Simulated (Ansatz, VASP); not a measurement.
## Cross-check of Ni (zigzag Ni chain) between VASP and Ansatz

Wanted: the spread between two codes on one cell, functional and k mesh. The cell is taken from a series of runs on this material, whose earlier steps may have relaxed, scaled, displaced or heated it; both programs get it as it stands.

Main program and level: Ansatz 0.2.0; plane waves, with VASP 6.6.1 beside it; relaxation of the atoms at PBE.

## 1. The starting structure

The cell holds 2 atoms: 2 Ni. Its edges and angles: a = 9.000 Å, b = 7.500 Å, c = 2.215 Å, α = 90.0°, β = 90.0°, γ = 90.0°. Vacuum lies along a and b. The structure's axis is c.

## 2. Ansatz: relaxation of the atoms, PBE, pair 1

Ansatz runs on its default PAW (the set named soft_2) files.

A relaxation sums small force errors into a geometry.

Contents of input.yaml:

```yaml
crystal:
  lattice:
    - [9.0, 0.0, 0.0]
    - [0.0, 7.5, 0.0]
    - [0.0, 0.0, 2.2152228587]
  atoms:
    - { symbol: Ni, position: [0.389108032, 0.5, 0.0], spin: 0.95 }
    - { symbol: Ni, position: [0.610891968, 0.5, 0.5], spin: 0.95 }
magnetization:
  spin_polarized: true
kpoints:
  mp_grid: { grid: [1, 1, 37] }
scf:
  occupations: { method: fermi_dirac, width: 0.05 }
hamiltonian:
  xc: pbe
relax:
  max_steps: 40
```

Run with:

```sh
$ ansatz run input.yaml --threads 4 --pin off --max-ram 8192MiB --backend cpu --events-out ev --progress --plain --runs-dir out
```

Numbers of over 12 decimals in the logs are rounded to 6 here.

The program printed:

```text
Engine: ansatz 0.2.0, aarch64-unknown-linux-gnu
Pseudopotentials: kind: paw
Pseudopotential: Ni, paw, valence charge 18, recommended cutoff 420 eV (normal), Ni.paw.azcp
Functional definition: PBE
  parameter kappa = 0.804
  parameter beta = 0.066725
  exchange = pbe_x(kappa = kappa, mu = beta*pi^2/3)
  correlation = pbe_c(beta = beta)
Crystal: 2 atoms, lattice volume = 149.528 Å³
Basis set: ecut = 420 eV, 2957 PW (Γ), exchange–correlation on 128×108×30 points (8 copies of the dense FFT grid, shifted against one another)
Bands: 23, of which v1, the nominal top of the filled ones, is band 18 counted from 1 (17 counted from 0)
Symmetry: 8 space group operations
Space group: Pmma (ITA 51), of the structure as read, at distance tolerance 5.3e-5 Å
Magnetic group: BNS 51.289 (UNI 387), of the structure as read, at distance tolerance 5.3e-5 Å
k-points: 19 of 37
Non-local potential: Ni, projectors of the file, l = 0: 3, l = 1: 2, l = 2: 3, l = 3: 1
PAW form: soft (Blöchl's): semilocal exchange-correlation on the pseudo side does not see the compensation charge
PAW one-centre angular grid: Ni, 590 points (default); XC on 64 Gauss nodes
Initial density: superposition of atomic densities (neutral atoms: chi_scale 0, normalization atom)
Starting moments: Σ|m| = 1.9 μB on 2 of 2 sites
Initial wavefunctions: pseudopotential atomic-orbital guess
Functional: x = pbe(κ = 0.804, μ = 0.219515), c = pbe(β = 0.066725)
SCF iter   1: F=—  HF=-11672.710922 eV  |F-HF|=—  |Δ(HF+E_count)|=         —  Δρ=2.50e-2 (↑2.50e-2 ↓1.63e-2)  dr2=3.64e0  dr2_m=8.93e-2  M=1.934 μB ∫|m|=2.008 μB  β_m=0.30  ethr=3.10e-3  ⟨swp⟩=6.2  Hψ=4384  notcnv=0
Mixer restart at iter 1: flushing history
preconditioner: auto → LDOS  [metal: Δε(μ)=0.004 eV  Ē_g=5.584 eV  σ=0.050 eV  W_gap=0.02  n_scr=22 (ndim 8)  ℏωp=13.6 eV  f_vac=0.669  D(μ)=7.15/eV (n_scr^D=56)]
spin=Collinear: LDOS preconditioning applied to the charge; magnetization (m = ρ↑ − ρ↓) channel mixes plain (no charge-response kernel on spin).
SCF iter   2: F=—  HF=-11673.622252 eV  |F-HF|=—  |Δ(HF+E_count)|=   9.11e-1  Δρ=1.58e-2 (↑1.58e-2 ↓9.41e-3)  dr2=9.82e-1  dr2_m=7.98e-2  M=1.995 μB ∫|m|=2.073 μB  β_m=0.46  ethr=3.10e-3  ⟨swp⟩=3.1  Hψ=1712  notcnv=0  defer=5
SCF iter   3: F=—  HF=-11674.936122 eV  |F-HF|=—  |Δ(HF+E_count)|=    1.31e0  Δρ=5.56e-3 (↑5.02e-3 ↓5.56e-3)  dr2=9.50e-2  dr2_m=1.24e-2  M=1.950 μB ∫|m|=2.075 μB  β_m=0.70  ethr=2.73e-3  ⟨swp⟩=3.0  Hψ=1578  notcnv=0  defer=5
SCF iter   4: F=—  HF=-11675.347813 eV  |F-HF|=—  |Δ(HF+E_count)|=         —  Δρ=3.92e-3 (↑3.92e-3 ↓1.53e-3)  dr2=3.01e-2  dr2_m=5.39e-3  M=1.878 μB ∫|m|=2.022 μB  β_m=0.70  ethr=2.64e-4  ⟨swp⟩=4.5  Hψ=1961  notcnv=0  defer=5
SCF iter   5: F=—  HF=-11675.353469 eV  |F-HF|=—  |Δ(HF+E_count)|=   5.66e-3  Δρ=7.10e-3 (↑2.60e-3 ↓7.10e-3)  dr2=7.85e-2  dr2_m=8.17e-3  M=1.825 μB ∫|m|=1.963 μB  β_m=0.32  ethr=8.36e-5  ⟨swp⟩=2.6  Hψ=1785  notcnv=0  defer=7  recentre
SCF iter   6: F=—  HF=-11675.343229 eV  |F-HF|=—  |Δ(HF+E_count)|=   1.02e-2  Δρ=1.90e-3 (↑1.90e-3 ↓1.79e-3)  dr2=7.28e-3  dr2_m=4.24e-3  M=1.861 μB ∫|m|=2.000 μB  β_m=0.50  ethr=8.36e-5  ⟨swp⟩=2.9  Hψ=1856  notcnv=0  defer=7
SCF iter   7: F=—  HF=-11675.346167 eV  |F-HF|=—  |Δ(HF+E_count)|=   2.94e-3  Δρ=6.55e-4 (↑6.55e-4 ↓6.47e-4)  dr2=3.60e-4  dr2_m=4.93e-4  M=1.855 μB ∫|m|=1.990 μB  β_m=0.72  ethr=2.02e-5  ⟨swp⟩=2.0  Hψ=1469  notcnv=0  defer=7
SCF iter   8: F=—  HF=-11675.347426 eV  |F-HF|=—  |Δ(HF+E_count)|=   1.26e-3  Δρ=2.66e-4 (↑1.28e-4 ↓2.66e-4)  dr2=8.65e-5  dr2_m=4.94e-5  M=1.843 μB ∫|m|=1.977 μB  β_m=0.82  ethr=1.00e-6  ⟨swp⟩=2.0  Hψ=1403  notcnv=0  defer=7
SCF iter   9: F=—  HF=-11675.347468 eV  |F-HF|=—  |Δ(HF+E_count)|=   4.15e-5  Δρ=3.65e-5 (↑3.36e-5 ↓3.65e-5)  dr2=5.97e-7  dr2_m=1.51e-6  M=1.842 μB ∫|m|=1.976 μB  β_m=0.91  ethr=2.40e-7  ⟨swp⟩=2.0  Hψ=1247  notcnv=0  defer=7
SCF iter  10: F=-11675.347469 eV  HF=-11675.347469 eV  |F-HF|=1.16e-7  |Δ(HF+E_count)|=   1.49e-6  Δρ=1.37e-5 (↑1.09e-5 ↓1.37e-5)  dr2=2.16e-7  dr2_m=1.07e-7  M=1.841 μB ∫|m|=1.976 μB  ethr=1.66e-9  ⟨swp⟩=2.6  Hψ=3246  notcnv=0
SCF 1 converged in 10 iterations: F = -11675.347469 eV  dr2 = 2.16e-7
  greatest PAW one-centre occupation: 1.001 electrons in one spin orbital (limit 2), on the Ni atom at site 1 (counted from 0), in its partial waves of l = 1
relax step   1: F+E_penalty+E_count = -11675.34746893 eV  Δ(F+E_penalty+E_count) = +0.000e0 eV  max|allowed force component| = 3.763e-1 eV/Å  Δτ_max = 0.0000 Å  (10 SCF iters, dr2 threshold 2.50e-6 eV, accepted)
[...]
relax step   2: F+E_penalty+E_count = -11675.35264112 eV  Δ(F+E_penalty+E_count) = -5.172e-3 eV  max|allowed force component| = 2.323e-1 eV/Å  Δτ_max = 0.0085 Å  (6 SCF iters, dr2 threshold 8.85e-6 eV, accepted)
[...]
relax step   3: F+E_penalty+E_count = -11675.35607184 eV  Δ(F+E_penalty+E_count) = -3.431e-3 eV  max|allowed force component| = 1.532e-2 eV/Å  Δτ_max = 0.0141 Å  (7 SCF iters, dr2 threshold 3.37e-6 eV, accepted)
[...]
relax step   4: F+E_penalty+E_count = -11675.35608783 eV  Δ(F+E_penalty+E_count) = -1.599e-5 eV  max|allowed force component| = 1.574e-4 eV/Å  Δτ_max = 0.0010 Å  (6 SCF iters, accepted)
SCF converged after 6 iterations
Magnetization: 1.8322 μB (18.9161 up, 17.0839 down)
Absolute magnetization: 1.9710 μB (∫|ρ↑−ρ↓|, with the PAW one-centre terms)
Spin contamination: 0.0287 ħ² per cell (⟨S²⟩ above its minimum at these occupations)
Per-site moments (μB) at R_I (Å): [(0.908618, 0.913779), (0.908618, 0.913779)]
Free energy (F): -11675.356088 eV
Harris-Foulkes:  -11675.356088 eV  (|F-HF|=4.51e-10)
Internal energy: -11675.313843 eV  (E = F + TS)
E sigma→0 (E₀):  -11675.334966 eV
Entropy (-TS):   -0.042244 eV (-21.122 meV/atom)
Fermi energy:    -1.328377 eV
--- Per-component energies (eV) ---
  E_band       = -1251.095674
  E_kinetic    = 563.273019
  E_local      = -18871.729794  (includes V_loc(G=0)·N_el)
  E_nonlocal   = 1283.369789
  E_hartree    = 8526.519384
  E_xc         = -164.225925
  E_vxc        = -211.169196  (∫ρ·V_xc dr)
  E_paw        = -3269.033053  (= ΣΔE_a)
  E_vpaw       = -1067.881512  (= ΣTr[D̂ρ^β])
  E_aug_tail   = 0.001031  (compensation charges beyond the density's cutoff)
  E_ewald      = 256.511706
  E_smearing   = -0.042244  (= −TS)
  E_closure    = 0.000000  (closes the sum)
  Σ components = -11675.356088   (vs F -11675.356088, Δ=0.00e0)
--- Forces (eV/Å), atoms counted from 1 ---
  atom   1  Ni    -0.00015742     0.00000000     0.00000000
  atom   2  Ni     0.00015742     0.00000000     0.00000000
  max |Σ_I F_I| component: 5.42e-20 eV/Å
--- Relaxed structure (4 steps of the walk, 4 accepted, 0 SCFs on fresh bases) ---
  F+E_penalty+E_count = -11675.35608783 eV   max|allowed force component| = 1.574e-4 eV/Å
  atoms:
    - { symbol: Ni, position: [0.386480, 0.5, 0.0] }
    - { symbol: Ni, position: [0.613520, 0.5, 0.5] }
```

## 3. VASP: relaxation of the atoms, PBE, pair 1

The same cell, functional, mesh and smearing now go to VASP, with its own data sets.

Lines of VASP's logs that name or quote its potential files are left out, and so is its time.

Contents of INCAR:

```
SYSTEM = Ni
PREC = Accurate
ENCUT = 520
EDIFF = 1E-07
NELM = 200
ISMEAR = -1
SIGMA = 0.05
LREAL = .FALSE.
ALGO = Normal
GGA = PE
NBANDS = 19
ISPIN = 2
MAGMOM = 0.91 0.91
LASPH = .TRUE.
LMAXMIX = 4
LORBIT = 11
LWAVE = .FALSE.
LCHARG = .FALSE.
ISIF = 2
IBRION = 2
NSW = 80
EDIFFG = -0.01
GGA_COMPAT = .FALSE.
NELMIN = 4
KPAR = 2
```

Contents of POSCAR:

```
Ni
1.0
    9.0000000000      0.0000000000      0.0000000000
    0.0000000000      7.5000000000      0.0000000000
    0.0000000000      0.0000000000      2.2152228587
Ni
2
Direct
    0.3891080000      0.5000000000      1.0000000000
    0.6108920000      0.5000000000      0.5000000000
```

Contents of KPOINTS:

```
Automatic mesh
0
Gamma
1 1 37
0 0 0
```

The projector-augmented-wave data sets are Ni (PBE family, release 64).

Run with:

```sh
$ mpirun -np 2 vasp_std
```

The program printed:

```text
[banner, memory and clock lines left out]
running    2 mpi-ranks, on    1 nodes
 distrk:  each k-point on    1 cores,    2 groups
 distr:  one band on    1 cores,    1 groups

 POSCAR found type information on POSCAR Ni
 POSCAR found :  1 types and       2 ions
 LDA part: xc-table for (Slater+PW92), standard interpolation
 POSCAR, INCAR and KPOINTS ok, starting setup
 FFT: planning ... GRIDC
 FFT: planning ... GRID_SOFT
 FFT: planning ... GRID
 WAVECAR not read
 entering main loop
       N       E                     dE             d eps       ncg     rms          rms(c)
DAV:   1     0.101295015064E+03    0.10130E+03   -0.73311E+03  1444   0.842E+02
DAV:   2    -0.402818364081E+01   -0.10532E+03   -0.97305E+02  1480   0.195E+02
DAV:   3    -0.780240774527E+01   -0.37742E+01   -0.37285E+01  1690   0.478E+01
DAV:   4    -0.784412189400E+01   -0.41714E-01   -0.41704E-01  1777   0.590E+00
DAV:   5    -0.784483656177E+01   -0.71467E-03   -0.71466E-03  1678   0.552E-01    0.976E+00
DAV:   6    -0.788792098342E+01   -0.43084E-01   -0.13170E+01  1628   0.450E+01    0.982E+00
DAV:   7    -0.689101149389E+01    0.99691E+00   -0.41906E+00  1577   0.237E+01    0.278E+00
DAV:   8    -0.689958929864E+01   -0.85778E-02   -0.21859E-01  1534   0.328E+00    0.214E+00
DAV:   9    -0.688219523305E+01    0.17394E-01   -0.91106E-02  1504   0.347E+00    0.861E-01
DAV:  10    -0.688007988132E+01    0.21154E-02   -0.13472E-02  1592   0.121E+00    0.399E-01
DAV:  11    -0.688471473032E+01   -0.46348E-02   -0.42927E-03  1499   0.783E-01    0.229E-01
DAV:  12    -0.688473799333E+01   -0.23263E-04   -0.15605E-03  1455   0.519E-01    0.121E-01
DAV:  13    -0.688481095928E+01   -0.72966E-04   -0.59810E-04  1498   0.261E-01    0.787E-02
DAV:  14    -0.688491037356E+01   -0.99414E-04   -0.36653E-04  1471   0.239E-01    0.550E-02
DAV:  15    -0.688514374112E+01   -0.23337E-03   -0.16368E-04  1462   0.100E-01    0.308E-02
DAV:  16    -0.688536329361E+01   -0.21955E-03   -0.73748E-05  1500   0.496E-02    0.153E-02
DAV:  17    -0.688538253442E+01   -0.19241E-04   -0.15325E-05  1500   0.374E-02    0.112E-02
DAV:  18    -0.688539354326E+01   -0.11009E-04   -0.52874E-06  1501   0.202E-02    0.494E-03
DAV:  19    -0.688540897711E+01   -0.15434E-04   -0.34592E-06  1507   0.149E-02    0.317E-03
DAV:  20    -0.688541454471E+01   -0.55676E-05   -0.12411E-06  1548   0.883E-03    0.251E-03
DAV:  21    -0.688541639251E+01   -0.18478E-05   -0.41524E-07  1461   0.424E-03    0.160E-03
DAV:  22    -0.688541671346E+01   -0.32095E-06   -0.12436E-07  1321   0.270E-03    0.520E-04
DAV:  23    -0.688541668352E+01    0.29943E-07   -0.27154E-08  1250   0.131E-03
   1 F= -.68854167E+01 E0= -.68644697E+01  d E =-.688542E+01  mag=     1.8053
 curvature:   0.00 expect dE= 0.000E+00 dE for cont linesearch  0.000E+00
 trial: gam= 0.00000 g(F)=  0.141E-01 g(S)=  0.000E+00 ort = 0.000E+00 (trialstep = 0.100E+01)
 search vector abs. value=  0.141E-01
 bond charge predicted
       N       E                     dE             d eps       ncg     rms          rms(c)
DAV:   1    -0.688945864510E+01   -0.40419E-02   -0.30714E+00  1459   0.105E+01    0.524E-01
DAV:   2    -0.689365354594E+01   -0.41949E-02   -0.30682E-02  1600   0.165E+00    0.301E-01
DAV:   3    -0.689388224413E+01   -0.22870E-03   -0.11320E-03  1526   0.308E-01    0.149E-01
DAV:   4    -0.689390787667E+01   -0.25633E-04   -0.21091E-04  1578   0.192E-01    0.687E-02
DAV:   5    -0.689387278520E+01    0.35091E-04   -0.15626E-04  1471   0.164E-01    0.542E-02
DAV:   6    -0.689386430183E+01    0.84834E-05   -0.95250E-05  1531   0.119E-01    0.303E-02
DAV:   7    -0.689386307037E+01    0.12315E-05   -0.33539E-05  1450   0.691E-02    0.158E-02
DAV:   8    -0.689386162866E+01    0.14417E-05   -0.38034E-06  1586   0.280E-02    0.796E-03
DAV:   9    -0.689386145415E+01    0.17451E-06   -0.11935E-06  1520   0.135E-02    0.222E-03
DAV:  10    -0.689386144468E+01    0.94628E-08   -0.25491E-07  1404   0.521E-03
   2 F= -.68938614E+01 E0= -.68725011E+01  d E =-.844476E-02  mag=     1.7975
 trial-energy change:   -0.008445  1 .order   -0.008597   -0.014076   -0.003118
 step:   1.3197(harm=  1.2845)  dis= 0.02432  next Energy=    -6.894355 (dE=-0.894E-02)
 bond charge predicted
       N       E                     dE             d eps       ncg     rms          rms(c)
DAV:   1    -0.689389032534E+01   -0.28871E-04   -0.31324E-01  1465   0.334E+00    0.166E-01
DAV:   2    -0.689434334407E+01   -0.45302E-03   -0.31756E-03  1594   0.542E-01    0.955E-02
DAV:   3    -0.689434572110E+01   -0.23770E-05   -0.13686E-04  1465   0.110E-01    0.453E-02
DAV:   4    -0.689433855756E+01    0.71635E-05   -0.31964E-05  1529   0.727E-02    0.316E-02
DAV:   5    -0.689433620668E+01    0.23509E-05   -0.32619E-05  1516   0.671E-02    0.146E-02
DAV:   6    -0.689433407203E+01    0.21347E-05   -0.58503E-06  1551   0.341E-02    0.811E-03
DAV:   7    -0.689433477272E+01   -0.70069E-06   -0.23376E-06  1491   0.168E-02    0.570E-03
DAV:   8    -0.689433449215E+01    0.28056E-06   -0.46085E-07  1407   0.100E-02    0.256E-03
DAV:   9    -0.689433452770E+01   -0.35546E-07   -0.11972E-07  1248   0.428E-03
   3 F= -.68943345E+01 E0= -.68728362E+01  d E =-.891784E-02  mag=     1.7955
 curvature:  -0.63 expect dE=-0.276E-06 dE for cont linesearch -0.276E-06
 trial: gam= 0.00000 g(F)=  0.437E-06 g(S)=  0.000E+00 ort =-0.784E-04 (trialstep = 0.106E+01)
 search vector abs. value=  0.437E-06
 reached required accuracy - stopping structural energy minimisation
```

From OUTCAR (step 3):

```text
ion  position               nearest neighbor table
   1  0.389  0.500  0.000-   2 2.28   2 2.28
   2  0.611  0.500  0.500-   1 2.28   1 2.28

  LATTYP: Found a simple orthorhombic cell.
 ALAT       =     2.2152228587
 B/A-ratio  =     3.3856638715
 C/A-ratio  =     4.0627966458

 Subroutine GETGRP returns: Found  8 space group operations
 (whereof  4 operations were pure point group operations)

The static configuration has the point symmetry C_2v.
 The point group associated with its full space group is D_2h.

 Found     19 irreducible k-points:

   k-points           NKPTS =     19   k-points in BZ     NKDIM =     19   number of bands    NBANDS=     19

   dimension x,y,z NGX =    70 NGY =   56 NGZ =   16
   dimension x,y,z NGXF=   140 NGYF=  112 NGZF=   32

   ENCUT  =  520.0 eV  38.22 Ry    6.18 a.u.  16.73 13.95  4.12*2*pi/ulx,y,z

   NELECT =      20.0000    total number of electrons

 k-points in reciprocal lattice and weights: Automatic mesh
   0.00000000  0.00000000  0.00000000       0.027
   0.00000000  0.00000000  0.02702703       0.054
   0.00000000  0.00000000  0.05405405       0.054
   0.00000000  0.00000000  0.08108108       0.054
   0.00000000  0.00000000  0.10810811       0.054
   0.00000000  0.00000000  0.13513514       0.054
   0.00000000  0.00000000  0.16216216       0.054
   0.00000000  0.00000000  0.18918919       0.054
   0.00000000  0.00000000  0.21621622       0.054
[...]
0.00000000  0.00000000  0.45945946       0.054
   0.00000000  0.00000000  0.48648649       0.054

 average (electrostatic) potential at core
       1 -93.6103       2 -93.6103

 E-fermi :  -2.5886

 spin component 1
 k-point     1 :       0.0000    0.0000    0.0000
  band No.  band energies     occupation
    ...
      8      -3.7384      1.00000
      9      -3.4141      1.00000
     10      -3.2576      1.00000
     11      -3.0380      0.99988
     12      -2.9362      0.99904
     13      -0.9898      0.00000
     14      -0.6931      0.00000
     15       1.9377      0.00000
     16       2.0166      0.00000
     17       3.2613      0.00000
    ...

 k-point     2 :       0.0000    0.0000    0.0270
  band No.  band energies     occupation
    ...
      8      -3.7295      1.00000
      9      -3.4255      1.00000
     10      -3.2872      1.00000
     11      -2.9973      0.99972
     12      -2.9701      0.99951
     13      -0.9466      0.00000
     14      -0.6451      0.00000
     15       1.9648      0.00000
     16       2.0394      0.00000
     17       3.2879      0.00000
    ...

 k-point     3 :       0.0000    0.0000    0.0541
  band No.  band energies     occupation
    ...
      8      -3.7117      1.00000
      9      -3.4566      1.00000
     10      -3.3699      1.00000
     11      -3.0628      0.99992
     12      -2.8891      0.99755
     13      -0.8227      0.00000
     14      -0.5093      0.00000
     15       2.0454      0.00000
     16       2.1074      0.00000
     17       3.3673      0.00000
    ...

 k-point     4 :       0.0000    0.0000    0.0811
  band No.  band energies     occupation
    ...
      8      -3.6892      1.00000
      9      -3.4994      1.00000
     10      -3.4912      1.00000
     11      -3.1936      0.99999
     12      -2.7363      0.95044
     13      -0.6309      0.00000
     14      -0.3030      0.00000
     15       2.1779      0.00000
     16       2.2206      0.00000
     17       3.4989      0.00000
    ...

 k-point     5 :       0.0000    0.0000    0.1081
  band No.  band energies     occupation
    ...
      7      -3.9863      1.00000
      8      -3.6620      1.00000
      9      -3.6349      1.00000
     10      -3.5419      1.00000
     11      -3.3408      1.00000
     12      -2.5528      0.32796
     13      -0.3842      0.00000
     14      -0.0431      0.00000
     15       2.3597      0.00000
     16       2.3783      0.00000
    ...

 k-point     6 :       0.0000    0.0000    0.1351
  band No.  band energies     occupation
    ...
      7      -4.0738      1.00000
      8      -3.7870      1.00000
      9      -3.6306      1.00000
     10      -3.5744      1.00000
     11      -3.4856      1.00000
     12      -2.3437      0.00740
     13      -0.0921      0.00000
     14       0.2591      0.00000
     15       2.5801      0.00000
     16       2.5884      0.00000
    ...

  Total        0.0600970     -0.1175501      2.1884713      0.0000000      0.0000000      0.0000000
  in kB        0.6439350     -1.2595414     23.4493193      0.0000000      0.0000000      0.0000000
  external PRESSURE =       7.6112376 kB  Pullay stress =       0.0000000 kB

  energy-cutoff  :      520.00
  volume of cell :      149.53
      direct lattice vectors                 reciprocal lattice vectors
     9.000000000  0.000000000  0.000000000     0.111111111  0.000000000  0.000000000
     0.000000000  7.500000000  0.000000000     0.000000000  0.133333333  0.000000000
     0.000000000  0.000000000  2.215222859     0.000000000  0.000000000  0.451421850

 POSITION                                       TOTAL-FORCE (eV/Angst)
 -----------------------------------------------------------------------------------
      3.47766      3.75000      0.00000         0.002128      0.000000      0.000000
      5.52234      3.75000      1.10761        -0.002128      0.000000      0.000000
 -----------------------------------------------------------------------------------
    total drift:                                0.000000     -0.000000     -0.000000

  FREE ENERGIE OF THE ION-ELECTRON SYSTEM (eV)
  ---------------------------------------------------
  free  energy   TOTEN  =        -6.8943345277 eV

  energy  without entropy=       -6.8513378300  energy(sigma->0) =       -6.87283618

 reached required accuracy - stopping structural energy minimisation

 total charge
# of ion       s       p       d       tot
------------------------------------------
    1        0.544   0.269   8.347   9.160
    2        0.544   0.269   8.347   9.160
--------------------------------------------------
tot          1.088   0.538  16.695  18.321

 magnetization (x)
# of ion       s       p       d       tot
------------------------------------------
    1        0.007  -0.008   0.888   0.887
    2        0.007  -0.008   0.888   0.887
--------------------------------------------------
tot          0.013  -0.016   1.777   1.774

[... 6 further parts left out ...]
```

The magnetic state follows from one typed start and may not be the lowest. The run keeps the 8 symmetry operations of its start, so it cannot find a distortion of lower symmetry.

(Continued in part 2 of 2.)

[Lines on the potential files, build, host, timing and source positions are cut from VASP's logs without a mark.]

[Logs are printed without paths, hosts, clocks, repeated set-up lines and the standing remarks that a program may print on its own settings, such as how far it seeks lower states.]

[Hosts, paths, dates, database ids (printed as entryN), source tags and the programs' standing remarks are cut or masked in the printed files.]
